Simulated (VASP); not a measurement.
VASP runs on FePt (L1_0) share one base input (PBE GGA, plane waves, VASP's PBE PAW potentials (set 64)) and change the settings named in each case.

### KPOINTS
```
K-points
0
Gamma
12 12 9
```

### POSCAR
```
FePt
1
    2.7744000000     0.0000000000     0.0000000000
    0.0000000000     2.7744000000     0.0000000000
    0.0000000000     0.0000000000     3.7842000000
Fe Pt
1 1
Direct
  0.0000000000   0.0000000000   0.0000000000
  0.5000000000   0.5000000000   0.5000000000
```

INCAR:
```
SYSTEM = FePt
PREC = Accurate
ENCUT = 400
EDIFF = 1E-6
NELM = 100
ALGO = Normal
LREAL = .FALSE.
LASPH = .TRUE.
ISMEAR = 1
SIGMA = 0.1
GGA = PE
LMAXMIX = 6
ISPIN = 2
MAGMOM = 3.0 0.0
LORBIT = 10
LWAVE = .FALSE.
LCHARG = .FALSE.
ISIF = 2
```

POTCAR, in this order: Fe Pt (PBE.64 set). Program: vasp_std.

| change | E(σ→0) (eV/atom) | pressure (GPa) | moment (μB) | −TS (eV) |
|---|---|---|---|---|
| base run | -7.3880 | -7.59 | 3.37 | -0.0006 |
| ISPIN = 1, the spin start removed | -6.9419 | -22.58 | - | 0.0010 |
| MAGMOM = 0 0 | -6.9419 | -22.60 | 0.00 | 0.0010 |
| MAGMOM = 0.6 0.0 | -6.9419 | -22.60 | 0.00 | 0.0010 |
| MAGMOM = 5.0 0.0 | -7.3880 | -7.48 | 3.37 | -0.0006 |
| NUPDOWN = 0 | -6.9419 | -22.60 | 0.00 | 0.0010 |
| NUPDOWN = 1 | [?] | [?] | [?] | [?] |
| NUPDOWN = 2 | -7.1691 | -14.95 | 2.00 | -0.0003 |
| NUPDOWN = 3 | -7.3625 | -9.79 | 3.00 | 0.0008 |

What belongs in the gaps?

- NUPDOWN = 1, E(σ→0) (eV/atom): -7.0027
- NUPDOWN = 1, pressure (GPa): -19.46
- NUPDOWN = 1, moment (μB): 1.00
- NUPDOWN = 1, −TS (eV): -0.0014

Unless said otherwise, spin-orbit coupling is left out, though it shifts the bands of the heavy elements here.

Left out are runs that ran out of time, are held back, or changed the cell or the kind of run, fixed moments of cells without a moment, rows past the twelfth, gaps on odd meshes, pressures of charged cells and columns that move by less than the noise.

The compound is FePt in the L1_0 structure. The cell was not relaxed at this level.
